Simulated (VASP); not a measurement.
# Gap, carriers and strain in SnTe2 (Fm-3m), part 3 of 3

Aim: the gap of SnTe2, the masses at its band edges and their response to strain. The cell is generated by rule, not measured, and may not be a known phase.

VASP 6.6.1, plane waves and PAW; the level of theory is named at each step.

Still holding for the runs below: The k-mesh is coarse for a metal.

So far. Step 3 (Bands on a dense mesh): At -1.9 GPa the cell is away from the equilibrium volume of this level: left free, it would shrink. Step 5 (Orbitals for bands with HSE06): The run ends at a pressure of -1.59 GPa.

The structure was built from a prototype and need not be the compound's stable phase.

### Step 6. Bands with HSE06

This step: HSE06; plane waves and PAW (Sn_d, Te); invented cell (VASP 6.6.1).

A quarter of screened exact exchange corrects much of the semilocal gap error; its cost forces a coarser mesh.

INCAR

```
SYSTEM = SnTe2
PREC = Accurate
ENCUT = 400
EDIFF = 1E-06
NELM = 100
ISMEAR = 0
SIGMA = 0.02
LREAL = .FALSE.
ALGO = Normal
LHFCALC = .TRUE.
AEXX = 0.25
GGA = PE
HFSCREEN = 0.2
LASPH = .TRUE.
NBANDS = 19
PRECFOCK = Fast
LORBIT = 11
LWAVE = .FALSE.
LCHARG = .FALSE.
KPAR = 4
ISIF = 2
```

POSCAR

```
SnTe2
1.0
    0.0000000000      3.7948100000      3.7948100000
    3.7948100000      0.0000000000      3.7948100000
    3.7948100000      3.7948100000      0.0000000000
Sn Te
1 2
Direct
    0.0000000000      0.0000000000      0.0000000000
    0.2500000000      0.2500000000      0.2500000000
    0.7500000000      0.7500000000      0.7500000000
```

KPOINTS

```
Automatic mesh
0
Gamma
4 4 4
0 0 0
```

KPOINTS_OPT

```
Line mode
8
Line-mode
Reciprocal
  0.00000000   0.00000000   0.00000000 GAMMA
  0.50000000   0.00000000   0.50000000 X

  0.50000000   0.00000000   0.50000000 X
  0.50000000   0.25000000   0.75000000 W

  0.50000000   0.25000000   0.75000000 W
  0.37500000   0.37500000   0.75000000 K

  0.37500000   0.37500000   0.75000000 K
  0.00000000   0.00000000   0.00000000 GAMMA

  0.00000000   0.00000000   0.00000000 GAMMA
  0.50000000   0.50000000   0.50000000 L

  0.50000000   0.50000000   0.50000000 L
  0.62500000   0.25000000   0.62500000 U

  0.62500000   0.25000000   0.62500000 U
  0.50000000   0.25000000   0.75000000 W

  0.50000000   0.25000000   0.75000000 W
  0.50000000   0.50000000   0.50000000 L

  0.50000000   0.50000000   0.50000000 L
  0.37500000   0.37500000   0.75000000 K

  0.62500000   0.25000000   0.62500000 U
  0.50000000   0.00000000   0.50000000 X
```

PAW data sets: Sn_d and Te (PBE family, release 64).

The WAVECAR or CHGCAR of an earlier step is read.

Started as:

```bash
$ mpirun -np 4 vasp_std
```

The log of the run:

```text
[banner, memory and clock lines left out]
running    4 mpi-ranks, on    1 nodes
 distrk:  each k-point on    1 cores,    4 groups
 distr:  one band on    1 cores,    1 groups

 POSCAR found type information on POSCAR SnTe
 POSCAR found :  2 types and       3 ions
 LDA part: xc-table for (Slater+PW92), standard interpolation
 found WAVECAR, reading the header
 POSCAR, INCAR and KPOINTS ok, starting setup
 FFT: planning ... GRIDC
 FFT: planning ... GRID_SOFT
 FFT: planning ... GRID
 reading WAVECAR
 the WAVECAR file was read successfully
 initial charge from wavefunction
 entering main loop
       N       E                     dE             d eps       ncg     rms          rms(c)
DAV:   1    -0.116111168460E+02   -0.11611E+02   -0.18724E+00   307   0.939E+00    0.128E+01
DAV:   2    -0.116207627403E+02   -0.96459E-02   -0.46727E-02   362   0.159E+00    0.818E+00
DAV:   3    -0.116195939089E+02    0.11688E-02   -0.30812E-03   410   0.345E-01    0.528E+00
DAV:   4    -0.116191835410E+02    0.41037E-03   -0.51425E-04   330   0.136E-01    0.320E+00
DAV:   5    -0.116190812347E+02    0.10231E-03   -0.16795E-04   381   0.809E-02    0.194E+00
DAV:   6    -0.116190558342E+02    0.25400E-04   -0.35098E-05   319   0.405E-02    0.117E+00
DAV:   7    -0.116190502764E+02    0.55578E-05   -0.99675E-06   328   0.222E-02    0.704E-01
DAV:   8    -0.116190511383E+02   -0.86184E-06   -0.30190E-06   313   0.116E-02
   1 F= -.11619051E+02 E0= -.11617530E+02  d E =-.304253E-02
 Start KPOINTS_OPT (optional k-point list driver)
k-point batch [1-8\80]
       N       E                     dE             ncg
DAV:   1     0.192245263686E+01   -0.22903E+04      304
DAV:   2    -0.141745097802E+04   -0.14194E+04      313
DAV:   3    -0.158915808688E+04   -0.17171E+03      355
DAV:   4    -0.160002943407E+04   -0.10871E+02      343
DAV:   5    -0.160041929583E+04   -0.38986E+00      399
DAV:   6    -0.160043028552E+04   -0.10990E-01      390
DAV:   7    -0.160043051934E+04   -0.23383E-03      395
DAV:   8    -0.160043052506E+04   -0.57210E-05      310
DAV:   9    -0.160043052538E+04   -0.31669E-06      211
[...]
k-point batch [73-80\80]
       N       E                     dE             ncg
DAV:   1    -0.480984342708E+02   -0.51646E+04      307
DAV:   2    -0.145005660298E+04   -0.14020E+04      320
DAV:   3    -0.160621618073E+04   -0.15616E+03      369
DAV:   4    -0.161574556388E+04   -0.95294E+01      407
DAV:   5    -0.161599880541E+04   -0.25324E+00      393
DAV:   6    -0.161600444173E+04   -0.56363E-02      436
DAV:   7    -0.161600455087E+04   -0.10914E-03      385
DAV:   8    -0.161600455324E+04   -0.23629E-05      312
DAV:   9    -0.161600455341E+04   -0.17799E-06      224
```

Run time: 30 min. Hardware: 4 MPI ranks of Intel Xeon Platinum 8259CL at 2.50GHz (Skylake/Cascade Lake), shared host; peak memory 1.4 GiB; 1.6 h of CPU time.

Parts of OUTCAR (step 6):

```text
   k-points           NKPTS =      8   k-points in BZ     NKDIM =     64   number of bands    NBANDS=     19

   NELECT =      26.0000    total number of electrons

  exchange ACFDT corr.  =         0.00000000  see jH, gK, PRB 81, 115126

 E-fermi :   4.4727

 k-point     1 :       0.0000    0.0000    0.0000
  band No.  band energies     occupation
    ...
     10       1.6929      2.00000
     11       1.6929      2.00000
     12       3.0777      2.00000
     13       3.0777      2.00000
     14       3.0777      2.00000
     15       6.5366      0.00000
     16       6.5366      0.00000
     17       6.5366      0.00000
     18       9.8811      0.00000
     19       9.8811      0.00000

  Total       -2.0812041     -2.0812041     -2.0812041      0.0000000      0.0000000      0.0000000
  in kB      -30.5088016    -30.5088016    -30.5088016      0.0000000      0.0000000      0.0000000
  external PRESSURE =     -30.5088016 kB  Pullay stress =       0.0000000 kB

 POSITION                                       TOTAL-FORCE (eV/Angst)
 -----------------------------------------------------------------------------------
      0.00000      0.00000      0.00000         0.000000      0.000000      0.000000
      1.89741      1.89741      1.89741         0.000000      0.000000      0.000000
      5.69222      5.69222      5.69222        -0.000000     -0.000000     -0.000000
 -----------------------------------------------------------------------------------
    total drift:                               -0.000000     -0.000002     -0.000001

  FREE ENERGIE OF THE ION-ELECTRON SYSTEM (eV)
  ---------------------------------------------------
  free  energy   TOTEN  =       -11.6190511383 eV

  energy  without entropy=      -11.6160086089  energy(sigma->0) =      -11.61752987

[... 7 parts as in an earlier step ...]

[... 9 further parts left out ...]
```

The k-mesh is coarse for exact exchange; in a metal the Fermi energy and the levels can shift by several tenths of an eV on a finer one. The PAW data sets were made with PBE, which is usual practice but a small mismatch for other functionals.

Numbers from this step:

```yaml
scf_cycles: 8
free_energy_toten: -11.62 eV
energy_at_zero_smearing: -11.62 eV
fermi_energy: 4.473 eV
pressure: -3.051 GPa
```

Electronic bands along the path, in eV, zero at the Fermi level; # counts the bands kept, so #1 is VASP's band 8:

| point | #3 | #4 | #5 | #6 | #7 | #8 | #9 | #10 |
| --- | --- | --- | --- | --- | --- | --- | --- | --- |
| Γ | -2.78 | -2.78 | -1.40 | -1.40 | -1.40 | 2.06 | 2.06 | 2.06 |
| 0.43 of the way | -3.66 | -1.54 | -1.27 | -0.55 | -0.55 | 1.54 | 3.13 | 3.13 |
| X | -4.44 | -1.72 | 0.45 | 0.45 | 1.15 | 2.36 | 4.58 | 4.58 |
| 0.43 of the way | -4.07 | -1.43 | -0.59 | 0.51 | 1.07 | 3.09 | 3.84 | 4.48 |
| W | -2.62 | -2.62 | -0.94 | 0.70 | 0.86 | 2.99 | 4.03 | 4.03 |
| 0.43 of the way | -3.33 | -1.87 | -0.95 | 0.41 | 0.89 | 3.17 | 3.92 | 4.14 |
| K | -4.11 | -1.05 | -0.98 | -0.29 | 0.91 | 3.58 | 3.95 | 3.98 |
| 0.57 of the way | -2.94 | -2.36 | -2.25 | -0.41 | -0.25 | 2.30 | 2.52 | 3.32 |
| Γ | -2.78 | -2.78 | -1.40 | -1.40 | -1.40 | 2.06 | 2.06 | 2.06 |
| 0.57 of the way | -2.96 | -2.79 | -1.68 | -1.68 | 0.29 | 2.77 | 2.77 | 3.15 |
| L | -3.03 | -2.56 | -1.93 | -1.93 | 0.59 | 3.66 | 3.66 | 4.82 |
| 0.43 of the way | -3.49 | -2.39 | -1.32 | -0.66 | 0.14 | 3.64 | 3.79 | 4.46 |
| U | -4.11 | -1.05 | -0.98 | -0.29 | 0.91 | 3.58 | 3.95 | 3.98 |
| 0.57 of the way | -3.33 | -1.87 | -0.95 | 0.41 | 0.89 | 3.17 | 3.92 | 4.14 |
| W | -2.62 | -2.62 | -0.94 | 0.70 | 0.86 | 2.99 | 4.03 | 4.03 |
| 0.57 of the way | -2.96 | -2.74 | -0.98 | -0.48 | 0.03 | 3.49 | 3.94 | 4.37 |
| L | -3.03 | -2.56 | -1.93 | -1.93 | 0.59 | 3.66 | 3.66 | 4.82 |
| 0.57 of the way | -3.69 | -2.07 | -1.02 | -0.27 | 0.02 | 3.66 | 3.71 | 4.38 |
| K | -4.11 | -1.05 | -0.98 | -0.29 | 0.91 | 3.58 | 3.95 | 3.98 |
| jump to U | -4.11 | -1.05 | -0.98 | -0.29 | 0.91 | 3.58 | 3.95 | 3.98 |
| 0.43 of the way | -4.33 | -1.44 | -0.25 | 0.17 | 1.07 | 3.13 | 4.04 | 4.35 |
| X | -4.44 | -1.72 | 0.45 | 0.45 | 1.15 | 2.36 | 4.58 | 4.58 |

Of the projections kept (Sn, Te), the largest for each band there; the rest of the weight can lie on other orbitals:

| point | #3 | #4 | #5 | #6 | #7 | #8 | #9 | #10 |
| --- | --- | --- | --- | --- | --- | --- | --- | --- |
| Γ | Te 0.96 | Te 0.96 | Te 0.63 | Te 0.63 | Te 0.63 | Te 0.59 | Te 0.59 | Te 0.59 |
| X | Te 0.76 | Te 0.56 | Te 0.97 | Te 0.97 | Te 1.00 | Sn 0.75 | Sn 0.70 | Sn 0.70 |
| W | Te 0.80 | Te 0.80 | Te 0.60 | Te 0.97 | Te 1.00 | Sn 0.80 | Sn 0.63 | Sn 0.63 |
| K | Te 0.76 | Te 0.79 | Te 0.61 | Te 0.97 | Te 0.99 | Sn 0.74 | Sn 0.70 | Sn 0.55 |
| Γ | Te 0.96 | Te 0.96 | Te 0.63 | Te 0.63 | Te 0.63 | Te 0.59 | Te 0.59 | Te 0.59 |
| L | Te 0.72 | Te 0.85 | Te 0.96 | Te 0.96 | Te 0.72 | Sn 0.59 | Sn 0.59 | Sn 0.73 |

The electronic bands as a text plot (rows in eV, shown from -8.0 to 2.1 only):

```
    1.9 |**  ***                ***
    1.4 |  **
    1.0 |       **********                     ****           ***
    0.6 |        *******  *            ****  **  ****  ***  **  *
    0.2 |      ** *     *  ***       **    **   *   ***   **   **
   -0.2 |    **          * ****                *           *  *
   -0.7 |   ***    *      *    *    *       ***    ***    * ***
   -1.1 | ***       ******      ** *       *   ****  **    *  *
   -1.5 |** ***** **    *  *    *******   *** * *     ** **  * **
   -1.9 |        *     *  * ** *       ****  *         *** **
   -2.3 |  *         **    *  **            *    *        *
   -2.8 |**           *     ****************      ********
   -3.2 |  *         * *   *  **       *****     *    ****
   -3.6 |   *       *   * ****              *   *     *   **
   -4.0 |    **    *     **                  ***     *      ***
   -4.4 |      ******   *                       *   *         ***
   -4.9 |*           ***          *              ***
   -5.3 | *                     ** *
   -5.7 |  *                   *    *
   -6.1 |   *                        *
   -6.5 |                     *       **
   -7.0 |    **             **          ****           ***
   -7.4 |      *           *                *        **   **
   -7.8 |       *         *                  **     *       **
         Γ       X    W  K        Γ      L     U  W     L   K|U X
```

### Step 7. Results

```json
{
  "gap, PBE": "none",
  "gap with spin-orbit coupling": "none",
  "gap, HSE06 without spin-orbit coupling": "none"
}
```

In words: At this level the bands overlap or touch. Masses were not obtained, since there is no gap at this level. The strain response was not obtained, since there is no gap at this level.

[Lines on the potential files, build, host, timing and source positions are cut from VASP's logs without a mark.]

[Logs are printed without paths, hosts, clocks, repeated set-up lines and the standing remarks that a program may print on its own settings, such as how far it seeks lower states.]

[Hosts, paths, dates, database ids (printed as entryN), source tags and the programs' standing remarks are cut or masked in the printed files.]

[In band tables of VASP the shares of atoms and orbitals are scaled to a sum of 1 inside the atoms' spheres.]

[Gaps and slopes under strain along one axis are those of the sampled path and mesh points; where strain splits equal valleys, another of them can be the edge.]
